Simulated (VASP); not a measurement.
Output of a VASP run:

OSZICAR:
```
       N       E                     dE             d eps       ncg     rms          rms(c)
DAV:   1     0.390726669575E+03    0.39073E+03   -0.21715E+04   350   0.111E+03
DAV:   2    -0.240647778792E+02   -0.41479E+03   -0.40618E+03   376   0.344E+02
DAV:   3    -0.479815744977E+02   -0.23917E+02   -0.23729E+02   383   0.785E+01
DAV:   4    -0.484879924510E+02   -0.50642E+00   -0.50384E+00   388   0.117E+01
DAV:   5    -0.484977114243E+02   -0.97190E-02   -0.97155E-02   385   0.158E+00    0.306E+01
DAV:   6    -0.469143408783E+02    0.15834E+01   -0.10328E+01   362   0.177E+01    0.111E+01
DAV:   7    -0.466720325923E+02    0.24231E+00   -0.47135E+00   347   0.867E+00    0.567E+00
DAV:   8    -0.464926775717E+02    0.17936E+00   -0.79728E-01   421   0.481E+00    0.109E+00
DAV:   9    -0.464931689701E+02   -0.49140E-03   -0.51075E-02   362   0.114E+00    0.742E-01
DAV:  10    -0.464918730784E+02    0.12959E-02   -0.16128E-02   413   0.822E-01    0.198E-01
DAV:  11    -0.464917459482E+02    0.12713E-03   -0.22535E-03   391   0.284E-01    0.146E-01
DAV:  12    -0.464917256844E+02    0.20264E-04   -0.78173E-05   397   0.467E-02    0.956E-02
DAV:  13    -0.464917173676E+02    0.83169E-05   -0.11649E-04   400   0.611E-02    0.593E-03
DAV:  14    -0.464917178997E+02   -0.53214E-06   -0.28991E-06   332   0.114E-02
   1 F= -.46491718E+02 E0= -.46491718E+02  d E =-.373531E-11
```

OUTCAR:
```
------------------------ aborting loop because EDIFF is reached ----------------------------------------
  FORCE on cell =-STRESS in cart. coord.  units (eV):
  Direction    XX          YY          ZZ          XY          YZ          ZX
  --------------------------------------------------------------------------------------
  Total       -1.1724775     -1.1724776     -0.2424676      0.0000000      0.0000000      0.0000000
  in kB      -15.4272602    -15.4272612     -3.1903481      0.0000000      0.0000000      0.0000000
  external PRESSURE =     -11.3482898 kB  Pullay stress =       0.0000000 kB
  volume of cell :      121.77
      direct lattice vectors                 reciprocal lattice vectors
     1.644592000 -2.848517000  0.000000000     0.304026774 -0.175529934  0.000000000
     1.644592000  2.848517000  0.000000000     0.304026774  0.175529934  0.000000000
     0.000000000  0.000000000 12.996288000     0.000000000  0.000000000  0.076945048
 POSITION                                       TOTAL-FORCE (eV/Angst)
 -----------------------------------------------------------------------------------
      1.64459      0.94951      3.24907         0.000000     -0.000000      0.000000
      1.64459     -0.94951      9.74722         0.000000      0.000000      0.000000
      1.64459      0.94951     11.42374         0.000000      0.000000     -0.160518
      1.64459     -0.94951      4.92559        -0.000000     -0.000000     -0.160518
      1.64459     -0.94951      1.57255        -0.000000     -0.000000      0.160518
      1.64459      0.94951      8.07069        -0.000000      0.000000      0.160518
 -----------------------------------------------------------------------------------
    total drift:                                0.000000      0.001057     -0.000028
  FREE ENERGIE OF THE ION-ELECTRON SYSTEM (eV)
  ---------------------------------------------------
  free  energy   TOTEN  =       -46.4917178997 eV

  energy  without entropy=      -46.4917178997  energy(sigma->0) =      -46.49171790
```
(Selected blocks of OUTCAR.)

File POSCAR:
```
WSe2
1
    1.6445920000    -2.8485170000     0.0000000000
    1.6445920000     2.8485170000     0.0000000000
    0.0000000000     0.0000000000    12.9962880000
W Se
2 4
Direct
  0.3333330000   0.6666670000   0.2500000000
  0.6666670000   0.3333330000   0.7500000000
  0.3333330000   0.6666670000   0.8790000000
  0.6666670000   0.3333330000   0.3790000000
  0.6666670000   0.3333330000   0.1210000000
  0.3333330000   0.6666670000   0.6210000000
```

**Question.** Reconstruct the remaining input files.

**Answer.** This is not unique; one that fits is the input of the run itself, PBEsol GGA, plane waves, VASP's PBE PAW potentials (set 64).

INCAR:
```
SYSTEM = WSe2
PREC = Accurate
ENCUT = 300
EDIFF = 1E-6
NELM = 100
ALGO = Normal
LREAL = .FALSE.
LASPH = .TRUE.
ISMEAR = -1
SIGMA = 0.01
GGA = PS
LMAXMIX = 6
LWAVE = .FALSE.
LCHARG = .FALSE.
ISIF = 2
```

### KPOINTS
```
Automatic mesh
0
Gamma
5 5 1
0 0 0
```

POTCAR, in this order: W_sv Se (PBE.64 set). Program: vasp_std.

At this cut-off the stress carries a Pulay error, which pulls relaxed volumes low.

The structure is a typed WSe2 crystal. The cell was not relaxed at this level. The k-mesh is coarse (spacing up to 0.48 per Å, 2π included), so the numbers may not be converged in it.
